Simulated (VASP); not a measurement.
```
CELL_PARAMETERS angstrom
      0.00000     2.73000     2.73000
      2.73000     0.00000     2.73000
      2.73000     2.73000     0.00000
ATOMIC_POSITIONS crystal
  Mg 0.00000 0.00000 0.00000
  Se 0.50000 0.50000 0.50000
```

Method: PBE GGA, VASP's PBE PAW potentials (set 64) (plane waves; VASP). Numerical set-up: 300 eV cut-off, 8×8×8 Γ-centred mesh, Fermi-Dirac smearing of 0.010 eV, potentials Mg Se.

Energy and stress use the plane-wave basis of the starting cell.

Task: The ions, cell shape and volume are relaxed. Give the cell that the relaxation ends in.

Result: 
```
CELL_PARAMETERS angstrom
      0.00000     2.75203     2.75203
      2.75203     0.00000     2.75203
      2.75203     2.75203     0.00000
ATOMIC_POSITIONS crystal
  Mg 0.00000 0.00000 0.00000
  Se 0.50000 0.50000 0.50000
```
Space group Fm-3m (225), at a tolerance of 0.03 Å.

Task: How do energy and volume change from the first to the last step?

Result: The energy (σ→0) changes by -2.4 meV/atom and the volume by +2.4 %, in 3 ionic steps.

| step | E(σ→0) (eV) | max force (eV/Å) | pressure (GPa) | volume (Å³) |
|---|---|---|---|---|
| 1 | -7.4848 | 0.000 | 1.57 | 40.69 |
| 2 | -7.4894 | 0.000 | -0.28 | 41.88 |
| 3 | -7.4896 | 0.000 | -0.01 | 41.69 |

The structure is a typed MgSe crystal (Fm-3m). This run relaxes it. Symmetry was kept, so distortions that lower it aren't found. The run is one of a series of settings (EDIFFG = -0.01, IBRION = 2, ISIF = 3, NSW = 50 against the base run), some of them coarse on purpose.
